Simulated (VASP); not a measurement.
Data:

```
CELL_PARAMETERS angstrom
      0.00000     2.72850     2.72850
      2.72850     0.00000     2.72850
      2.72850     2.72850     0.00000
ATOMIC_POSITIONS crystal
  K  0.00000 0.00000 0.00000
  F  0.50000 0.50000 0.50000
```

Method: PBE GGA with D3 dispersion (Becke-Johnson damping), VASP's PBE PAW potentials (set 64) (plane waves; VASP). Run with 520 eV cut-off, 8×8×8 Γ-centred mesh, Gaussian smearing of 0.050 eV, potentials K_sv F.

Question: Give the stress tensor in GPa (positive for a compressed cell).

Answer: 
```
-1.68   0.00   0.00
 0.00  -1.68   0.00
 0.00   0.00  -1.68
```
The pressure is its mean diagonal, -1.68 GPa.

The compound is KF in the rock salt structure. The cell was not relaxed at this level. The run is one of a series of settings (IVDW = 12 against the base run), some of them coarse on purpose.
